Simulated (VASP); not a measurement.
Calculation: r2SCAN+rVV10, VASP's PBE PAW potentials (set 64) (plane waves; VASP 6.6.1).

VASP input:

### POSCAR
```
SrVO3
3.898770
  1.0000000833   0.0000000000   0.0000000000
  0.0000000000   1.0000000833   0.0000000000
  0.0000000000   0.0000000000   1.0000000833
Sr V O
1 1 3
Direct
  0.0000000000   0.0000000000   0.0000000000
  0.5000000000   0.5000000000   0.5000000000
  0.5000000000   0.0000000000   0.5000000000
  0.0000000000   0.5000000000   0.5000000000
  0.5000000000   0.5000000000   0.0000000000
```

File KPOINTS:
```
Regular mesh
0
Gamma
 8 8 8
```

**INCAR**
```
# general
SYSTEM   = SrVO3
PREC     = Accurate
ENCUT    = 520   # plane-wave cut-off (eV)
LREAL    = .FALSE.   # projection in real space or not
LASPH    = .TRUE.

# electronic loop
EDIFF    = 1E-7   # SCF stop (eV)
NELM     = 100   # most electronic steps
ALGO     = Normal
LMAXMIX  = 4
LMIXTAU  = .TRUE.

# smearing
ISMEAR   = 1
SIGMA    = 0.1

# functional
METAGGA  = R2SCAN
LUSE_VDW = .TRUE.
BPARAM   = 11.95
CPARAM   = 0.0093

# ions
ISIF     = 2

# output
LWAVE    = .FALSE.
LCHARG   = .FALSE.
```

POTCAR, in this order: Sr_sv V_sv O (PBE.64 set). Program: vasp_std.

Output of the run:

File OUTCAR:
```
 ion  position               nearest neighbor table
   1  0.000  0.000  0.000-   3 2.76   4 2.76   5 2.76   3 2.76   4 2.76   4 2.76   5 2.76   4 2.76
                             3 2.76   5 2.76   3 2.76   5 2.76   2 3.38   2 3.38   2 3.38   2 3.38
   2  0.500  0.500  0.500-   3 1.95   4 1.95   5 1.95   5 1.95   3 1.95   4 1.95   1 3.38   1 3.38
                             1 3.38   1 3.38   1 3.38   1 3.38   1 3.38   1 3.38
   3  0.500  0.000  0.500-   2 1.95   2 1.95   1 2.76   1 2.76   1 2.76   1 2.76
   4  0.000  0.500  0.500-   2 1.95   2 1.95   1 2.76   1 2.76   1 2.76   1 2.76
   5  0.500  0.500  0.000-   2 1.95   2 1.95   1 2.76   1 2.76   1 2.76   1 2.76
  LATTYP: Found a simple cubic cell.
 ALAT       =     3.8987703246
 Subroutine PRICEL returns:
 Original cell was already a primitive cell.
 Subroutine GETGRP returns: Found 48 space group operations
The static configuration has the point symmetry O_h .
The dynamic configuration has the point symmetry O_h .
 Subroutine INISYM returns: Found 48 space group operations
 Subroutine IBZKPT returns following result:
 Found     35 irreducible k-points:

 Following reciprocal coordinates:
            Coordinates               Weight
  0.000000  0.000000  0.000000      1.000000
  0.125000  0.000000  0.000000      6.000000
  0.250000  0.000000  0.000000      6.000000
  0.375000  0.000000  0.000000      6.000000
  0.500000  0.000000  0.000000      3.000000
  0.125000  0.125000  0.000000     12.000000
  0.250000  0.125000  0.000000     24.000000
  0.375000  0.125000  0.000000     24.000000
  0.500000  0.125000  0.000000     12.000000
  0.250000  0.250000  0.000000     12.000000
  0.375000  0.250000  0.000000     24.000000
  0.500000  0.250000  0.000000     12.000000
  0.375000  0.375000  0.000000     12.000000
  0.500000  0.375000  0.000000     12.000000
  0.500000  0.500000  0.000000      3.000000
  0.125000  0.125000  0.125000      8.000000
  0.250000  0.125000  0.125000     24.000000
  0.375000  0.125000  0.125000     24.000000
  0.500000  0.125000  0.125000     12.000000
...
```

OSZICAR:
```
       N       E                     dE             d eps       ncg     rms          rms(c)
DAV:   1     0.431876326753E+03    0.43188E+03   -0.24338E+04  1680   0.181E+03
DAV:   2    -0.556476729288E+02   -0.48752E+03   -0.48381E+03  2176   0.498E+02
DAV:   3    -0.840802856404E+02   -0.28433E+02   -0.28330E+02  1768   0.130E+02
DAV:   4    -0.851066943088E+02   -0.10264E+01   -0.10186E+01  3064   0.211E+01
DAV:   5    -0.851262199094E+02   -0.19526E-01   -0.17729E-01  2104   0.183E+00    0.380E+01
DAV:   6    -0.629523565066E+02    0.22174E+02   -0.88889E+01  2304   0.773E+01    0.156E+01
DAV:   7    -0.614133865153E+02    0.15390E+01   -0.22231E+01  1872   0.430E+01    0.127E+01
DAV:   8    -0.614707101987E+02   -0.57324E-01   -0.53274E+00  1840   0.188E+01    0.366E+00
DAV:   9    -0.607222081188E+02    0.74850E+00   -0.14695E+00  2024   0.114E+01    0.143E+00
DAV:  10    -0.612793937185E+02   -0.55719E+00   -0.34750E-01  1736   0.550E+00    0.613E-01
DAV:  11    -0.612580606992E+02    0.21333E-01   -0.23731E-02  2448   0.133E+00    0.352E-01
DAV:  12    -0.612763646632E+02   -0.18304E-01   -0.22720E-02  1824   0.979E-01    0.268E-01
DAV:  13    -0.612792019037E+02   -0.28372E-02   -0.63352E-03  1800   0.706E-01    0.118E-01
DAV:  14    -0.612788056577E+02    0.39625E-03   -0.29929E-04  1824   0.183E-01    0.790E-02
DAV:  15    -0.612801081928E+02   -0.13025E-02   -0.55305E-04  1696   0.224E-01    0.383E-02
DAV:  16    -0.612801175897E+02   -0.93969E-05   -0.17515E-05  2672   0.345E-02    0.189E-02
DAV:  17    -0.612801169891E+02    0.60055E-06   -0.44141E-06  1776   0.208E-02    0.795E-03
DAV:  18    -0.612801196979E+02   -0.27087E-05   -0.31812E-06  1800   0.139E-02    0.266E-03
DAV:  19    -0.612801205328E+02   -0.83492E-06   -0.51831E-07  1720   0.783E-03    0.158E-03
DAV:  20    -0.612801206911E+02   -0.15831E-06   -0.39148E-08   912   0.196E-03    0.133E-03
DAV:  21    -0.612801208006E+02   -0.10948E-06   -0.57225E-08   872   0.262E-03    0.314E-04
DAV:  22    -0.612801208101E+02   -0.95597E-08   -0.10541E-08   864   0.914E-04
   1 F= -.61280121E+02 E0= -.61279416E+02  d E =-.211416E-02
```

OUTCAR:
```
------------------------ aborting loop because EDIFF is reached ----------------------------------------
  FORCE on cell =-STRESS in cart. coord.  units (eV):
  Direction    XX          YY          ZZ          XY          YZ          ZX
  --------------------------------------------------------------------------------------
  Total       -3.8863588     -3.8863588     -3.8863588      0.0000000      0.0000000      0.0000000
  in kB     -105.0680133   -105.0680133   -105.0680133      0.0000000      0.0000000      0.0000000
  external PRESSURE =    -105.0680133 kB  Pullay stress =       0.0000000 kB
  volume of cell :       59.26
      direct lattice vectors                 reciprocal lattice vectors
     3.898770325  0.000000000  0.000000000     0.256491128  0.000000000  0.000000000
     0.000000000  3.898770325  0.000000000     0.000000000  0.256491128  0.000000000
     0.000000000  0.000000000  3.898770325     0.000000000  0.000000000  0.256491128
 POSITION                                       TOTAL-FORCE (eV/Angst)
 -----------------------------------------------------------------------------------
      0.00000      0.00000      0.00000         0.000000      0.000000      0.000000
      1.94939      1.94939      1.94939         0.000000      0.000000      0.000000
      1.94939      0.00000      1.94939         0.000000      0.000000      0.000000
      0.00000      1.94939      1.94939         0.000000      0.000000      0.000000
      1.94939      1.94939      0.00000         0.000000      0.000000      0.000000
 -----------------------------------------------------------------------------------
    total drift:                                0.000000      0.000000     -0.000000
  FREE ENERGIE OF THE ION-ELECTRON SYSTEM (eV)
  ---------------------------------------------------
  free  energy   TOTEN  =       -61.2801208101 eV

  energy  without entropy=      -61.2780066547  energy(sigma->0) =      -61.27941609
```
(Selected blocks of OUTCAR.)

### OUTCAR
```
 val. band max:        5.8126026132   @ k =   0.2500   0.2500   0.0000

 cond. band min:       5.8671550435   @ k =   0.2500   0.0000   0.0000


 Fermi energy:         5.8593221021

 k-point     1 :       0.0000    0.0000    0.0000
  band No.  band energies     occupation
      1     -62.9177      2.00000
      2     -35.5925      2.00000
      3     -35.5925      2.00000
      4     -35.5925      2.00000
      5     -30.1553      2.00000
      6     -15.0048      2.00000
      7     -13.8893      2.00000
      8     -13.8893      2.00000
      9     -11.5361      2.00000
     10     -11.5361      2.00000
     11     -11.5361      2.00000
     12       0.3684      2.00000
     13       0.3684      2.00000
     14       0.3684      2.00000
     15       2.3594      2.00000
     16       2.3594      2.00000
     17       2.3594      2.00000
     18       3.1355      2.00000
     19       3.1355      2.00000
     20       3.1355      2.00000
     21       4.8554      2.00000
     22       4.8554      2.00000
     23       4.8554      2.00000
     24       6.9039     -0.00000

 k-point     2 :       0.1250    0.0000    0.0000
  band No.  band energies     occupation
      1     -62.9176      2.00000
      2     -35.5972      2.00000
      3     -35.5923      2.00000
      4     -35.5923      2.00000
      5     -30.1516      2.00000
      6     -14.9973      2.00000
      7     -13.9077      2.00000
      8     -13.8842      2.00000
      9     -11.5286      2.00000
     10     -11.5286      2.00000
     11     -11.4534      2.00000
     12       0.1594      2.00000
     13       0.3666      2.00000
     14       0.3666      2.00000
     15       2.1401      2.00000
     16       2.1401      2.00000
     17       2.2283      2.00000
     18       2.6627      2.00000
     19       3.0177      2.00000
     20       3.0177      2.00000
     21       4.8701      2.00000
     22       5.2067      2.00000
     23       5.2067      2.00000
     24       6.9059     -0.00000
...
```

The compound is SrVO3 in the cubic perovskite structure. This cell is one point of a volume scan, at 1.06 of the reference volume. The run is not spin-polarised, so no magnetic state was tried. The electron count is odd and the run is not spin-polarised, which forces a metal.
